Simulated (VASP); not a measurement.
VASP runs on MgSe (space group Fm-3m) share one base input (PBEsol GGA, plane waves, VASP's PBE PAW potentials (set 64)) and change the settings named in each case.

**KPOINTS**
```
Automatic mesh
0
Gamma
7 7 7
0 0 0
```

File POSCAR:
```
MgSe
1
    0.0000000000     2.7300000000     2.7300000000
    2.7300000000     0.0000000000     2.7300000000
    2.7300000000     2.7300000000     0.0000000000
Mg Se
1 1
Direct
  0.0000000000   0.0000000000   0.0000000000
  0.5000000000   0.5000000000   0.5000000000
```

INCAR:
```
! general
SYSTEM =MgSe
PREC   =Accurate
ENCUT  =300   ! plane-wave cut-off (eV)
LREAL  =F
LASPH  =T   ! aspherical one-centre terms

! electronic loop
EDIFF  =1E-6
NELM   =100
ALGO   =Normal   ! blocked Davidson
LMAXMIX=4   ! l cut-off of mixed one-centre charges

! smearing
ISMEAR =-1   ! Fermi-Dirac
SIGMA  =0.05

! functional
GGA    =PS   ! PBEsol

! ions
ISIF   =2   ! forces and stress, cell fixed

! output
LWAVE  =F
LCHARG =F
```

POTCAR, in this order: Mg Se (PBE.64 set). Program: vasp_std.

```tsv
change	E(σ→0) (eV/atom)	pressure (GPa)
base run	-4.0512	-0.42
GGA removed, POTCAR Mg Se (LDA.64 set)	-4.2922	-2.73
GGA_COMPAT = .FALSE., LNONCOLLINEAR = .TRUE., LSORBIT = .TRUE., MAGMOM = 0.0 0.0 0.0 0.0 0.0 0.0, program vasp_ncl	-4.0599	-0.41
KPOINTS 6×6×6 Γ-centred mesh	-4.0492	-0.39
```
 Energies of different potentials or functionals have different zeros.

Left out are runs that ran out of time, are held back, or changed the cell or the kind of run, fixed moments of cells without a moment, rows past the twelfth, gaps on odd meshes, pressures of charged cells and columns that move by less than the noise.

The structure is a typed MgSe crystal. The cell was not relaxed at this level.
